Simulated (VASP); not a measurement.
VASP runs on Dy (hcp) share one base input (PBE GGA, plane waves, VASP's PBE PAW potentials (set 64)) and change the settings named in each case.

### POSCAR
```
Dy
1
    1.8309000000    -3.1712120000     0.0000000000
    1.8309000000     3.1712120000     0.0000000000
    0.0000000000     0.0000000000     5.7630000000
Dy
2
Direct
  0.3333330000   0.6666670000   0.2500000000
  0.6666670000   0.3333330000   0.7500000000
```

### INCAR
```
# general
SYSTEM  = Dy
PREC    = Accurate
ENCUT   = 400
LREAL   = F
LASPH   = T

# electronic loop
EDIFF   = 1E-6
NELM    = 100
ALGO    = Normal
LMAXMIX = 6

# smearing
ISMEAR  = 1
SIGMA   = 0.1

# functional
GGA     = PE

# ions
ISIF    = 2

# output
LWAVE   = F
LCHARG  = F
```

File KPOINTS:
```
K-points
0
G
  10 10 6
```

POTCAR, in this order: Dy_3 (PBE.64 set). Program: vasp_std.

```json
[
 {"change": "base run", "E(σ→0) (eV/atom)": "-4.5272", "pressure (GPa)": "-1.82", "−TS (eV)": "0.0033", "irreducible k-points": "56"},
 {"change": "KPOINTS 2×2×1 Γ-centred mesh", "E(σ→0) (eV/atom)": "-5.1854", "pressure (GPa)": "-10.35", "−TS (eV)": "-0.0187", "irreducible k-points": "2"},
 {"change": "KPOINTS 3×3×2 Γ-centred mesh", "E(σ→0) (eV/atom)": "-4.4704", "pressure (GPa)": "-2.62", "−TS (eV)": "-0.0171", "irreducible k-points": "6"},
 {"change": "KPOINTS 4×4×2 Γ-centred mesh", "E(σ→0) (eV/atom)": "-4.4808", "pressure (GPa)": "-0.75", "−TS (eV)": "-0.0069", "irreducible k-points": "8"},
 {"change": "KPOINTS 5×5×3 Γ-centred mesh", "E(σ→0) (eV/atom)": "-4.5001", "pressure (GPa)": "-1.77", "−TS (eV)": "-0.0007", "irreducible k-points": "10"},
 {"change": "KPOINTS 8×8×5 Γ-centred mesh", "E(σ→0) (eV/atom)": "-4.5163", "pressure (GPa)": "-1.79", "−TS (eV)": "-0.0046", "irreducible k-points": "30"},
 {"change": "KPOINTS 11×11×7 Γ-centred mesh", "E(σ→0) (eV/atom)": "…", "pressure (GPa)": "…", "−TS (eV)": "…", "irreducible k-points": "64"}
]
```

Question: Some entries are withheld; supply them.

Answer: 
- KPOINTS 11×11×7 Γ-centred mesh, E(σ→0) (eV/atom): -4.5219
- KPOINTS 11×11×7 Γ-centred mesh, pressure (GPa): -1.80
- KPOINTS 11×11×7 Γ-centred mesh, −TS (eV): -0.0019

The 4f electrons are frozen in the core of the lanthanide potential, so 4f levels, which can set the real gap, and their magnetism are missing.

Left out are runs that ran out of time, are held back, or changed the cell or the kind of run, fixed moments of cells without a moment, rows past the twelfth, gaps on odd meshes, pressures of charged cells and columns that move by less than the noise.

The compound is Dy in the hcp structure. The cell was not relaxed at this level.
